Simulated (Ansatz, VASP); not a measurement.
**BN: VASP beside Ansatz**

Wanted: the spread between two codes on one cell, functional and k mesh. The cell is taken from a series of runs on this material, whose earlier steps may have relaxed, scaled, displaced or heated it; both programs get it as it stands.

Program: Ansatz 0.2.0. Level of theory: plane waves, with VASP 6.6.1 beside it; zone-centre phonons at r2SCAN. Results are calculated unless marked as measured.

## 1. The structure

Symmetry: F-43m, No. 216, cubic system. Conventional cell: a = 3.609 Å, b = 3.609 Å, c = 3.609 Å, α = 90.00°, β = 90.00°, γ = 90.00°. Nearest to B lie 4 N at 1.56 Å. N has 4 B at 1.56 Å nearest. Farther neighbours and most contacts between anions are not listed.

## 2. VASP: zone-centre phonons, r2SCAN

Second derivatives magnify differences that forces hide, and they need a tight electronic threshold.

Lines of VASP's logs that name or quote its potential files are left out, and so is its time.

Contents of INCAR:

```
SYSTEM = BN
PREC = Accurate
ENCUT = 660
EDIFF = 1E-08
NELM = 120
ISMEAR = 0
SIGMA = 0.01
LREAL = .FALSE.
ALGO = Normal
METAGGA = R2SCAN
LASPH = .TRUE.
NBANDS = 10
LORBIT = 11
LWAVE = .FALSE.
LCHARG = .FALSE.
ISIF = 2
IBRION = 6
NFREE = 2
POTIM = 0.015
NSW = 1
GGA_COMPAT = .FALSE.
EFERMI = MIDGAP
LMIXTAU = .TRUE.
KPAR = 2
```

Contents of POSCAR:

```
BN
1.0
    0.0000000000      1.8044373500      1.8044373500
    1.8044373500      0.0000000000      1.8044373500
    1.8044373500      1.8044373500      0.0000000000
B N
1 1
Direct
    0.0000000000      0.0000000000      0.0000000000
    0.7500000000      0.7500000000      0.7500000000
```

Contents of KPOINTS:

```
Automatic mesh
0
Gamma
12 12 12
0 0 0
```

PAW data sets: B and N (PBE family, release 64).

Launch:

```
> mpirun -np 2 vasp_std
```

Numbers of over 12 decimals in the logs are rounded to 6 here.

What it wrote:

```text
[banner, memory and clock lines left out]
running    2 mpi-ranks, on    1 nodes
 distrk:  each k-point on    1 cores,    2 groups
 distr:  one band on    1 cores,    1 groups

 POSCAR found type information on POSCAR B N
 POSCAR found :  2 types and       2 ions
|                                                                             |
|               ----> ADVICE to this user running VASP <----                  |
|                                                                             |
|     You enforced a specific xc type in the INCAR file but a different       |
|     [... a line on the potential file left out ...]
|     I HOPE YOU KNOW WHAT YOU ARE DOING!                                     |
|                                                                             |

 LDA part: xc-table for (None), standard interpolation
 POSCAR, INCAR and KPOINTS ok, starting setup
 FFT: planning ... GRIDC
 FFT: planning ... GRID_SOFT
 FFT: planning ... GRID
 WAVECAR not read
 entering main loop
       N       E                     dE             d eps       ncg     rms          rms(c)
DAV:   1     0.162421599784E+02    0.16242E+02   -0.60032E+03  1448   0.988E+02
DAV:   2    -0.217455367114E+02   -0.37988E+02   -0.36632E+02  1772   0.225E+02
DAV:   3    -0.224217983567E+02   -0.67626E+00   -0.67532E+00  1758   0.258E+01
DAV:   4    -0.224228202902E+02   -0.10219E-02   -0.10219E-02  1624   0.109E+00
DAV:   5    -0.224228214440E+02   -0.11538E-05   -0.11538E-05  1662   0.382E-02    0.663E+00
DAV:   6    -0.189130519945E+02    0.35098E+01   -0.16072E+00  1562   0.944E+00    0.401E+00
DAV:   7    -0.194647942672E+02   -0.55174E+00   -0.10512E+00  1450   0.771E+00    0.164E+00
DAV:   8    -0.181223614902E+02    0.13424E+01   -0.89525E-01  1440   0.680E+00    0.179E+00
DAV:   9    -0.191707547218E+02   -0.10484E+01   -0.20902E-01  1492   0.425E+00    0.423E-01
DAV:  10    -0.191763672515E+02   -0.56125E-02   -0.48790E-02  1496   0.175E+00    0.158E-01
DAV:  11    -0.191716160709E+02    0.47512E-02   -0.47664E-03  1454   0.913E-01    0.749E-02
DAV:  12    -0.191748229601E+02   -0.32069E-02   -0.16822E-03  1470   0.424E-01    0.283E-02
DAV:  13    -0.191746497638E+02    0.17320E-03   -0.57971E-05  1680   0.725E-02    0.128E-02
DAV:  14    -0.191746784330E+02   -0.28669E-04   -0.61961E-06  1532   0.280E-02    0.978E-03
DAV:  15    -0.191746925535E+02   -0.14120E-04   -0.30845E-06  1508   0.230E-02    0.236E-03
DAV:  16    -0.191746949577E+02   -0.24042E-05   -0.73066E-07  1626   0.916E-03    0.120E-03
DAV:  17    -0.191746942924E+02    0.66531E-06   -0.14533E-07  1572   0.361E-03    0.860E-04
DAV:  18    -0.191746948034E+02   -0.51099E-06   -0.46384E-08  1530   0.233E-03    0.315E-04
DAV:  19    -0.191746947276E+02    0.75812E-07   -0.33738E-09   820   0.545E-04    0.132E-04
DAV:  20    -0.191746947606E+02   -0.33030E-07   -0.10661E-09   790   0.283E-04    0.533E-05
DAV:  21    -0.191746947373E+02    0.23283E-07   -0.48266E-10   776   0.172E-04    0.118E-05
DAV:  22    -0.191746947461E+02   -0.87416E-08   -0.31117E-11   762   0.873E-05
   1 F= -.19174695E+02 E0= -.19174695E+02  d E =0.000000E+00
[...]
2 F= -.19171935E+02 E0= -.19171935E+02  d E =0.000000E+00
[...]
3 F= -.19171935E+02 E0= -.19171935E+02  d E =0.000000E+00
[...]
4 F= -.19171935E+02 E0= -.19171935E+02  d E =0.000000E+00
 Finite differences progress:
  Degree of freedom:   2/  2
  Displacement:        1/  2
  Total:               3/  4
 bond charge predicted
       N       E                     dE             d eps       ncg     rms          rms(c)
DAV:   1    -0.191726810141E+02   -0.74651E-03   -0.23792E+00  5626   0.117E+01    0.331E-01
DAV:   2    -0.191726835693E+02   -0.25552E-05   -0.14095E-02  6536   0.129E+00    0.196E-01
DAV:   3    -0.191737720247E+02   -0.10885E-02   -0.73478E-03  5876   0.854E-01    0.731E-02
DAV:   4    -0.191719295120E+02    0.18425E-02   -0.91247E-04  5958   0.391E-01    0.385E-02
DAV:   5    -0.191720274542E+02   -0.97942E-04   -0.68607E-05  5938   0.967E-02    0.260E-02
DAV:   6    -0.191719116526E+02    0.11580E-03   -0.86982E-05  5782   0.121E-01    0.356E-03
DAV:   7    -0.191719342552E+02   -0.22603E-04   -0.16969E-05  5814   0.398E-02    0.310E-03
DAV:   8    -0.191719344945E+02   -0.23931E-06   -0.34960E-07  6542   0.702E-03    0.208E-03
DAV:   9    -0.191719346289E+02   -0.13435E-06   -0.14101E-07  5810   0.430E-03    0.101E-03
DAV:  10    -0.191719344949E+02    0.13394E-06   -0.85978E-08  5768   0.334E-03    0.155E-04
DAV:  11    -0.191719345369E+02   -0.42013E-07   -0.14757E-08  5738   0.127E-03    0.130E-04
DAV:  12    -0.191719345286E+02    0.83264E-08   -0.49252E-10  3042   0.265E-04
   5 F= -.19171935E+02 E0= -.19171935E+02  d E =0.000000E+00
 Finite differences progress:
  Degree of freedom:   2/  2
  Displacement:        2/  2
  Total:               4/  4
```

From OUTCAR (step 2):

```text
ion  position               nearest neighbor table
   1  0.000  0.000  0.000-   2 1.56   2 1.56   2 1.56   2 1.56
   2  0.750  0.750  0.750-   1 1.56   1 1.56   1 1.56   1 1.56

  LATTYP: Found a face centered cubic cell.
 ALAT       =     3.6088747000

 Subroutine GETGRP returns: Found 24 space group operations
 (whereof 24 operations were pure point group operations)

The static configuration has the point symmetry T_d .

 Found     72 irreducible k-points:

   k-points           NKPTS =     72   k-points in BZ     NKDIM =     72   number of bands    NBANDS=     10

   dimension x,y,z NGX =    24 NGY =   24 NGZ =   24
   dimension x,y,z NGXF=    48 NGYF=   48 NGZF=   48

   ENCUT  =  660.0 eV  48.51 Ry    6.96 a.u.   5.35  5.35  5.35*2*pi/ulx,y,z

   NELECT =       8.0000    total number of electrons

 k-points in reciprocal lattice and weights: Automatic mesh
   0.00000000  0.00000000  0.00000000       0.001
   0.08333333  0.00000000  0.00000000       0.005
   0.16666667  0.00000000  0.00000000       0.005
   0.25000000  0.00000000  0.00000000       0.005
   0.33333333  0.00000000  0.00000000       0.005
   0.41666667  0.00000000  0.00000000       0.005
   0.50000000  0.00000000  0.00000000       0.002
   0.08333333  0.08333333  0.00000000       0.003
   0.16666667  0.08333333  0.00000000       0.014
[...]
-0.33333333  0.50000000  0.16666667       0.007
  -0.25000000  0.50000000  0.25000000       0.003

 average (electrostatic) potential at core
       1 -25.9005       2 -63.2159

 E-fermi :   9.8630

 k-point     1 :       0.0000    0.0000    0.0000
  band No.  band energies     occupation
      1     -14.0459      2.00000
      2       7.1615      2.00000
      3       7.3063      2.00000
      4       7.4418      2.00000
      5      16.7539      0.00000
      6      16.8516      0.00000
      7      16.9654      0.00000
      8      18.4567      0.00000
      9      33.5362      0.00000
    ...

 k-point     2 :       0.0833    0.0000    0.0000
  band No.  band energies     occupation
      1     -13.8701      2.00000
      2       6.4209      2.00000
      3       6.9781      2.00000
      4       7.1733      2.00000
      5      17.0039      0.00000
      6      17.1391      0.00000
      7      17.2549      0.00000
      8      19.0227      0.00000
      9      33.3227      0.00000
    ...

 k-point     3 :       0.1667    0.0000    0.0000
  band No.  band energies     occupation
      1     -13.3498      2.00000
      2       4.2019      2.00000
      3       6.5287      2.00000
      4       6.7204      2.00000
      5      17.3806      0.00000
      6      17.7485      0.00000
      7      17.9309      0.00000
      8      20.4253      0.00000
      9      32.4077      0.00000
    ...

  Total        0.1104400      0.1125755      0.1125755      0.0000000     -0.0156347      0.0000000
  in kB       15.0584905     15.3496671     15.3496671      0.0000000     -2.1317977      0.0000000
  external PRESSURE =      15.2526082 kB  Pullay stress =       0.0000000 kB

  energy-cutoff  :      660.00
  volume of cell :       11.75
      direct lattice vectors                 reciprocal lattice vectors
     0.000000000  1.804437350  1.804437350    -0.277094685  0.277094685  0.277094685
     1.804437350  0.000000000  1.804437350     0.277094685 -0.277094685  0.277094685
     1.804437350  1.804437350  0.000000000     0.277094685  0.277094685 -0.277094685

 POSITION                                       TOTAL-FORCE (eV/Angst)
 -----------------------------------------------------------------------------------
      0.00000      0.00000      0.00000        -0.367965      0.000000      0.000000
      2.69166      2.70666      2.70666         0.367965      0.000000      0.000000
 -----------------------------------------------------------------------------------
    total drift:                                0.000034      0.000000      0.000000

  FREE ENERGIE OF THE ION-ELECTRON SYSTEM (eV)
  ---------------------------------------------------
  free  energy   TOTEN  =       -19.1719345286 eV

  energy  without entropy=      -19.1719345286  energy(sigma->0) =      -19.17193453

 Eigenvectors and eigenvalues of the dynamical matrix
 ----------------------------------------------------

   1 f  =   31.347637 THz   196.963012 2PiTHz 1045.644617 cm-1   129.643351 meV
             X         Y         Z           dx          dy          dz
      0.000000  0.000000  0.000000    -0.659286   -0.359988    0.000000
      2.706656  2.706656  2.706656     0.579372    0.316353   -0.000000

   2 f  =   31.347637 THz   196.963012 2PiTHz 1045.644617 cm-1   129.643351 meV
             X         Y         Z           dx          dy          dz
      0.000000  0.000000  0.000000    -0.359988    0.659286   -0.000000
      2.706656  2.706656  2.706656     0.316353   -0.579372    0.000000

   3 f  =   31.347637 THz   196.963012 2PiTHz 1045.644617 cm-1   129.643351 meV
             X         Y         Z           dx          dy          dz
      0.000000  0.000000  0.000000     0.000000    0.000000    0.751165
      2.706656  2.706656  2.706656     0.000000   -0.000000   -0.660114

   4 f/i=    0.001082 THz     0.006796 2PiTHz    0.036081 cm-1     0.004473 meV
             X         Y         Z           dx          dy          dz
      0.000000  0.000000  0.000000     0.297011   -0.584357   -0.077863
      2.706656  2.706656  2.706656     0.337978   -0.664958   -0.088603

   5 f/i=    0.001082 THz     0.006796 2PiTHz    0.036081 cm-1     0.004473 meV
             X         Y         Z           dx          dy          dz
      0.000000  0.000000  0.000000    -0.217225   -0.027430   -0.622745
      2.706656  2.706656  2.706656    -0.247187   -0.031214   -0.708642

   6 f/i=    0.001082 THz     0.006796 2PiTHz    0.036081 cm-1     0.004473 meV
             X         Y         Z           dx          dy          dz
      0.000000  0.000000  0.000000     0.548041    0.305820   -0.204637
      2.706656  2.706656  2.706656     0.623633    0.348002   -0.232863

 ELASTIC MODULI CONTR FROM IONIC RELAXATION (kBar)
 Direction    XX          YY          ZZ          XY          YZ          ZX
 --------------------------------------------------------------------------------
 XX          -0.0000      0.0000      0.0000      0.0000     -0.0000      0.0000
 YY           0.0000     -0.0000      0.0000      0.0000      0.0000     -0.0000
 ZZ           0.0000      0.0000     -0.0000     -0.0000      0.0000      0.0000
 XY           0.0000      0.0000     -0.0000     -6.0496      0.0000      0.0000
 YZ          -0.0000      0.0000      0.0000      0.0000     -6.0496      0.0000
 ZX           0.0000     -0.0000      0.0000      0.0000      0.0000     -6.0496
 --------------------------------------------------------------------------------

 total charge
# of ion       s       p       d       tot
------------------------------------------
    1        0.681   1.346   0.000   2.027
    2        1.225   2.789   0.000   4.014
--------------------------------------------------
tot          1.906   4.135   0.000   6.041

[... 3 further parts left out ...]
```

CONTCAR:

```
BN
   1.00000000000000
     0.0000000000000000    1.8044373499999999    1.8044373499999999
     1.8044373499999999    0.0000000000000000    1.8044373499999999
     1.8044373499999999    1.8044373499999999    0.0000000000000000
  B               N
     1     1
Direct
     0.0000000000000000    0.0000000000000000    0.0000000000000000
     0.7541564202824774    0.7458435797175224    0.7458435797175224
```

Levels, forces or a CONTCAR printed for this step are those of its last displaced cell, not of the structure at rest.

[end of part 1 of 2]

[Lines on the potential files, build, host, timing and source positions are cut from VASP's logs without a mark.]

[Logs are printed without paths, hosts, clocks, repeated set-up lines and the standing remarks that a program may print on its own settings, such as how far it seeks lower states.]

[Hosts, paths, dates, database ids (printed as entryN), source tags and the programs' standing remarks are cut or masked in the printed files.]
